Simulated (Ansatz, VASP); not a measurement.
# Cross-check of WS2 between VASP and Ansatz

One calculation is typed for both programs; each brings its own data sets. How far apart do they land? The cell is taken from a series of runs on this material, whose earlier steps may have relaxed, scaled, displaced or heated it; both programs get it as it stands.

Calculated with Ansatz 0.2.0; plane waves, with VASP 6.6.1 beside it; G0W0 gap at PBEsol.

## 1. The structure

The structure is hexagonal, space group P6_3/mmc (No. 194). The conventional cell has a = 3.115 Å, b = 3.115 Å, c = 11.777 Å, α = 90.00°, β = 90.00°, γ = 120.00°. W has 6 S at 2.39 Å nearest. S has 3 W at 2.39 Å nearest. It derives from S2W1. Farther neighbours and most contacts between anions are not listed.

## 2. Ansatz: G0W0 gap, PBEsol

Ansatz runs on its PAW soft_1 files.

Quasiparticle shifts depend on high empty states and on the cores, so they are the hardest test of two PAW sets.

input.yaml

```yaml
crystal:
  lattice:
    - [3.1149875803, 0.0, 0.0]
    - [-1.5574937902, 2.697658377, 0.0]
    - [0.0, 0.0, 11.7767699793]
  atoms:
    - { symbol: W, position: [0.3333333333, 0.6666666667, 0.25] }
    - { symbol: S, position: [0.6666666667, 0.3333333333, 0.3835053407] }
    - { symbol: S, position: [0.6666666667, 0.3333333333, 0.1164946593] }
    - { symbol: W, position: [0.6666666667, 0.3333333333, 0.75] }
    - { symbol: S, position: [0.3333333333, 0.6666666667, 0.8835053407] }
    - { symbol: S, position: [0.3333333333, 0.6666666667, 0.6164946593] }
kpoints:
  mp_grid: { grid: [9, 9, 2] }
hamiltonian:
  xc: pbesol
  pseudopotentials: { kind: paw, azcp: { folder: soft_1 }, xc_functional: pbe }
scf:
  occupations: { method: fixed }
gw:
  n_empty_bands: 412
  ecut_chi: 150.0
  qp_bands: [v2, c2]
  qp_kpoints: band_edges
  screening: { model: contour_deformation }
```

Run with:

```console
$ ansatz run input.yaml --threads 2 --pin off --max-ram 92160MiB --backend cuda --events-out ev --progress --plain --runs-dir out --devices 1 --max-vram 13GiB
```

Numbers of over 12 decimals in the logs are rounded to 6 here.

Output:

```text
GPUs: using 1 of 1 available (devices: 1).
Engine: ansatz 0.2.0, x86_64-unknown-linux-gnu
Pseudopotentials: kind: paw
Pseudopotential: W, paw, valence charge 14, recommended cutoff 420 eV (normal), soft_1/W.paw.azcp
Pseudopotential: S, paw, valence charge 6, recommended cutoff 420 eV (normal), soft_1/S.paw.azcp
Functional definition: PBEsol
  exchange = pbesol_x
  correlation = pbesol_c
device memory: the entry about to start is reckoned to put 1.2 GiB on a device that reports 26.9 GiB free (of which the cap on the GPU budget leaves the run 13.0 GiB)
GPU FFT provider: cuFFT
GPU libraries: cuBLAS 13.8.2, cuFFT 12.4.0, cuSOLVER 12.3.4
Crystal: 6 atoms, lattice volume = 98.962 Å³
Basis set: ecut = 420 eV, 1923 PW (Γ)
Bands: 32, of which v1, the nominal top of the filled ones, is band 26 counted from 1 (25 counted from 0)
Symmetry: 24 space group operations
Space group: P63/mmc (ITA 194), of the structure as read, at distance tolerance 4.6e-5 Å
k-points: 24 of 162
Non-local potential: W, projectors of the file, l = 0: 3, l = 1: 2, l = 2: 2, l = 3: 1
Non-local potential: S, projectors of the file, l = 0: 2, l = 1: 2, l = 2: 1
PAW form: soft (Blöchl's): semilocal exchange-correlation on the pseudo side does not see the compensation charge
PAW frozen core: W, regenerated for the run's functional, and the local potential with it (the file was generated under x = pbe(κ = 0.804, μ = 0.219515), c = pbe(β = 0.066725))
PAW frozen core: S, regenerated for the run's functional, and the local potential with it (the file was generated under x = pbe(κ = 0.804, μ = 0.219515), c = pbe(β = 0.066725))
PAW one-centre angular grid: W, 590 points (default); XC on 64 Gauss nodes
PAW one-centre angular grid: S, 110 points (default); XC on 64 Gauss nodes
Initial density: superposition of atomic densities (chi_scale 0.1, normalization cell, long waves kept (reshape's long-wave potential 0.02 eV rms))
Initial wavefunctions: pseudopotential atomic-orbital guess
GPU buffer pool allocated for 46080 grid points (all kernels)
GPU transforms: local potential and band sums: pruned to the plane-wave sphere, on 24×24×80
Functional: x = pbesol(κ = 0.804, μ = 0.123457), c = pbesol(β = 0.046)
SCF iter   1: F=—  HF=-24061.088062 eV  |F-HF|=—  |Δ(HF+E_count)|=         —  Δρ=4.27e-2  dr2=3.55e0  ethr=3.10e-3  ⟨swp⟩=5.0  Hψ=3674  notcnv=0  defer=32
preconditioner: auto → Resta (q_TF=auto, 2.451 Å⁻¹)  ε∞=7.6  [insulator: Δε(μ)=0.717 eV  Ē_g=8.709 eV  n_scr=26 (ndim 8)  ℏωp=22.4 eV  f_vac=0.000  ε∞_Penn≈7.6]
SCF iter   2: F=—  HF=-24060.363632 eV  |F-HF|=—  |Δ(HF+E_count)|=   7.24e-1  Δρ=2.46e-2  dr2=9.84e-1  ethr=3.10e-3  ⟨swp⟩=2.5  Hψ=1239  notcnv=0  defer=79
SCF iter   3: F=—  HF=-24060.096423 eV  |F-HF|=—  |Δ(HF+E_count)|=   2.67e-1  Δρ=5.54e-3  dr2=6.22e-2  ethr=1.89e-3  ⟨swp⟩=2.8  Hψ=1268  notcnv=0  defer=80
SCF iter   4: F=—  HF=-24060.088302 eV  |F-HF|=—  |Δ(HF+E_count)|=   8.12e-3  Δρ=2.61e-3  dr2=7.94e-3  ethr=1.20e-4  ⟨swp⟩=2.7  Hψ=1292  notcnv=0  defer=96
SCF iter   5: F=—  HF=-24060.088584 eV  |F-HF|=—  |Δ(HF+E_count)|=   2.82e-4  Δρ=5.76e-4  dr2=1.19e-3  ethr=1.53e-5  ⟨swp⟩=2.6  Hψ=1178  notcnv=0  defer=94
SCF iter   6: F=—  HF=-24060.088598 eV  |F-HF|=—  |Δ(HF+E_count)|=   1.45e-5  Δρ=1.66e-4  dr2=4.01e-5  ethr=2.29e-6  ⟨swp⟩=2.0  Hψ=1145  notcnv=0  defer=94
SCF iter   7: F=—  HF=-24060.088631 eV  |F-HF|=—  |Δ(HF+E_count)|=   3.21e-5  Δρ=3.68e-5  dr2=1.58e-6  ethr=7.71e-8  ⟨swp⟩=2.0  Hψ=1194  notcnv=0  defer=82
SCF iter   8: F=-24060.088632 eV  HF=-24060.088632 eV  |F-HF|=7.20e-9  |Δ(HF+E_count)|=   1.90e-6  Δρ=5.82e-6  dr2=5.23e-8  ethr=1.92e-10  ⟨swp⟩=6.8  Hψ=4119  notcnv=0
SCF 1 converged in 8 iterations: F = -24060.088632 eV  dr2 = 5.23e-8
  greatest PAW one-centre occupation: 0.999 electrons in one spin orbital (limit 2), on the W atom at site 3 (counted from 0), in its partial waves of l = 0
device memory: the entry about to start is reckoned to put 1.2 GiB (of the 1.3 GiB reckoned in all, the device holds 0.1 GiB already) on a device that reports 26.8 GiB free (of which the cap on the GPU budget leaves the run 12.9 GiB)
NSCF: frozen V_eff on 24 k-points, pencils in batches of 32, up to order 128
the band table was solved once the SCF had ended and its energy, with any forces and stress, was formed, with the checks that follow a solve (3198 applications of the Hamiltonian). They found nothing against the state; the energy, forces and stress were not computed again (output.eigenvalues in the input reference)
device memory: the entry about to start is reckoned to put 3.3 GiB on a device that reports 26.9 GiB free (of which the cap on the GPU budget leaves the run 13.0 GiB)
NSCF: frozen V_eff on 24 k-points
G₀W₀ screening: q 1/24
[... further progress lines ...]
device memory: the entry about to start is reckoned to put 0.5 GiB on a device that reports 28.1 GiB free (of which the cap on the GPU budget leaves the run 13.0 GiB)
NSCF: frozen V_eff on 1 k-points
device memory: the entry about to start is reckoned to put 0.5 GiB on a device that reports 28.1 GiB free (of which the cap on the GPU budget leaves the run 13.0 GiB)
NSCF: frozen V_eff on 1 k-points
SCF converged after 8 iterations
Free energy (F): -24060.088632 eV
Harris-Foulkes:  -24060.088632 eV  (|F-HF|=7.20e-9)
Internal energy: -24060.088632 eV  (E = F + TS)
E sigma→0 (E₀):  -24060.088632 eV
Fermi energy:    12.978758 eV
--- Per-component energies (eV) ---
  E_band       = -317.848632
  E_kinetic    = 1274.566650
  E_local      = -3030.846879  (includes V_loc(G=0)·N_el)
  E_nonlocal   = 94.007199
  E_hartree    = 1254.868067
  E_xc         = -887.800496
  E_vxc        = -797.859312  (∫ρ·V_xc dr)
  E_paw        = -19271.705896  (= ΣΔE_a)
  E_vpaw       = -367.460089  (= ΣTr[D̂ρ^β])
  E_aug_tail   = 0.000308  (compensation charges beyond the density's cutoff)
  E_ewald      = -3493.869098
  E_core_change = 0.691513  (= ΣΔE_core)
  E_smearing   = -0.000000  (= −TS)
  E_closure    = -0.000000  (closes the sum)
  Σ components = -24060.088632   (vs F -24060.088632, Δ=0.00e0)
--- Band table (eV; the first three rows and the last of 24) ---
  k-point 0: bands = [... 22 lower, 10.6946, 11.3821, 11.7139, 12.9788, 15.1832, 15.1832, 15.2008, 15.2008, ... 2 higher]
  k-point 1: bands = [... 22 lower, 10.6438, 10.6438, 12.6680, 12.6680, 15.1732, 15.1732, 15.1732, 15.1732, ... 2 higher]
  k-point 2: bands = [... 22 lower, 10.6424, 11.4298, 11.7668, 12.4620, 14.8887, 14.9651, 15.0518, 15.1842, ... 2 higher]
  k-point 23: bands = [... 22 lower, 9.6195, 9.6195, 12.1127, 12.1127, 14.2429, 14.2429, 15.2483, 15.2483, ... 2 higher]
--- G₀W₀: contour deformation, 8 samples at zero and on the imaginary axis and 2 off it, 162 q-points, 412 empty bands' worth ---
  eigenvalues of the whole cell's RPA ε∞ on this k-mesh (on a slab, of 1 + 4πα/V) = 7.8085, 14.1479, 14.1479; static W/v taken at q = 0 is 0.085312
  bands read: the sum over 438 bands ends inside a degenerate multiplet in 2 slots, whose members it reads at an even weight; the widest, k=1: bands 437 to 440 (counted from 1) at 2/4 each
  gw.qp_kpoints: band_edges: 14 of 24 stored k-points solved, in 1 pass; an edge of the gap read off the rows below is read off those points alone
    valence top: of the k-points left out ik 11 came nearest to being solved in a further pass, in band 25 (counted from 1, as in the quasiparticle table): it holds the edge there only if its correction is more favourable than any solved in that band by at least 1.232 eV; those differ by 0.344 eV
    conduction bottom: of the k-points left out ik 19 came nearest to being solved in a further pass, in band 28 (counted from 1, as in the quasiparticle table): it holds the edge there only if its correction is more favourable than any solved in that band by at least 0.568 eV; those differ by 0.148 eV
    ik  band        ε_KS         Σx   Σc(E_QP)       V_xc       Z   E_QP_lin       E_QP  E_QP is
     0    25     11.7139   -18.8633     1.7757   -16.5993  0.7643    11.2225    11.2255  root
     0    26     12.9788   -19.5016     0.2816   -19.0507  0.7634    12.8093    12.8095  root
     0    27     15.1832   -13.9204    -4.1168   -18.2483  0.7521    15.3950    15.3943  root
     0    28     15.1832   -13.9204    -4.1168   -18.2483  0.7521    15.3950    15.3943  root
     1    25     12.6680   -19.2984     0.6167   -18.4571  0.7640    12.4429    12.4433  root
     1    26     12.6680   -19.2984     0.6167   -18.4571  0.7640    12.4429    12.4433  root
     1    27     15.1732   -13.7851    -4.3176   -18.4029  0.7621    15.4748    15.4735  root
     1    28     15.1732   -13.7851    -4.3176   -18.4029  0.7621    15.4748    15.4735  root
     2    25     11.7668   -18.9366     1.7679   -16.6830  0.7642    11.2781    11.2811  root
     2    26     12.4620   -19.2472     0.5389   -18.5239  0.7628    12.2773    12.2776  root
     2    27     14.8887   -13.8187    -4.1824   -18.2209  0.7572    15.1092    15.1084  root
     2    28     14.9651   -13.9315    -4.0668   -18.2189  0.7557    15.1864    15.1857  root
     3    25     12.3283   -19.2631     0.7790   -18.2539  0.7627    12.0977    12.0981  root
     3    26     12.3283   -19.2631     0.7790   -18.2539  0.7627    12.0977    12.0981  root
     3    27     15.0022   -13.8192    -4.2645   -18.3359  0.7593    15.2553    15.2544  root
     3    28     15.0022   -13.8192    -4.2645   -18.3359  0.7593    15.2553    15.2544  root
     4    25     11.2469   -18.9689     1.1369   -17.6503  0.7547    11.0648    11.0653  root
     4    26     11.4074   -19.1215     1.1008   -17.8251  0.7563    11.2114    11.2119  root
     4    27     14.1530   -13.4492    -4.0035   -17.6869  0.7689    14.3878    14.3872  root
     4    28     14.6626   -14.2954    -4.1028   -18.6589  0.7594    14.9242    14.9233  root
     6    25     10.7949   -19.7056     1.8703   -17.4621  0.7574    10.4197    10.4217  root
     6    26     11.0368   -19.0170     1.3430   -17.4664  0.7548    10.8286    10.8292  root
     6    27     14.4376   -13.8435    -4.2530   -18.3786  0.7653    14.7208    14.7197  root
     6    28     14.7574   -15.3183    -4.4252   -20.0814  0.7561    15.0971    15.0953  root
[...]
22    25     11.9701   -18.4494     0.5039   -17.7913  0.7665    11.8156    11.8159  root
    22    26     12.3210   -19.1234     0.3443   -18.6420  0.7663    12.1837    12.1839  root
    22    27     14.2426   -15.8554    -3.9477   -20.1272  0.7652    14.5679    14.5667  root
    22    28     14.2426   -15.8554    -3.9477   -20.1272  0.7652    14.5679    14.5667  root
    23    25     12.1127   -18.6383     0.4146   -18.0790  0.7668    11.9679    11.9681  root
    23    26     12.1127   -18.6383     0.4146   -18.0790  0.7668    11.9679    11.9681  root
    23    27     14.2429   -15.8637    -3.9480   -20.1359  0.7652    14.5682    14.5671  root
    23    28     14.2429   -15.8637    -3.9480   -20.1359  0.7652    14.5682    14.5671  root
```

Reading the cycles: dr2 is the Hartree energy of the density residual (eV), the measure of convergence; HF is the Harris–Foulkes estimate of the energy, which meets the free energy F at convergence.

[end of part 1 of 2]

[Lines on the potential files, build, host, timing and source positions are cut from VASP's logs without a mark.]

[Logs are printed without paths, hosts, clocks, repeated set-up lines and the standing remarks that a program may print on its own settings, such as how far it seeks lower states.]

[Hosts, paths, dates, database ids (printed as entryN), source tags and the programs' standing remarks are cut or masked in the printed files.]
